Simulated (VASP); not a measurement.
Here is the system:

```
CELL_PARAMETERS angstrom
      1.63422    -2.83055     0.00000
      1.63422     2.83055     0.00000
      0.00000     0.00000    12.94098
ATOMIC_POSITIONS crystal
  Mo 0.33333 0.66667 0.25000
  Mo 0.66667 0.33333 0.75000
  Se 0.33333 0.66667 0.87883
  Se 0.66667 0.33333 0.37883
  Se 0.66667 0.33333 0.12117
  Se 0.33333 0.66667 0.62117
```

Level of theory: PBEsol GGA, VASP's PBE PAW potentials (set 64) (plane waves; VASP). Run with 400 eV cut-off, 9×9×2 Γ-centred mesh, tetrahedra with Blöchl corrections, potentials Mo_sv Se.

The cores are frozen, which limits the accuracy of field gradients. Without a dispersion term in the relaxation, distances and binding between the weakly bound layers, chains or molecules are unreliable, and so is what depends on them.

Problem. Give the principal components of the electric field gradient (V/Å²) and the asymmetry η at each nucleus.

Solution. 
```
atom   Vxx   Vyy    Vzz     η
----  ----  ----  -----  ----
Mo1   35.5  35.5  -70.9  0.00
Mo2   35.5  35.5  -70.9  0.00
Se3   47.1  47.1  -94.2  0.00
Se4   47.1  47.1  -94.2  0.00
Se5   47.1  47.1  -94.2  0.00
Se6   47.1  47.1  -94.2  0.00
```

The compound is MoSe2 in the 2H layered structure. It was relaxed first.
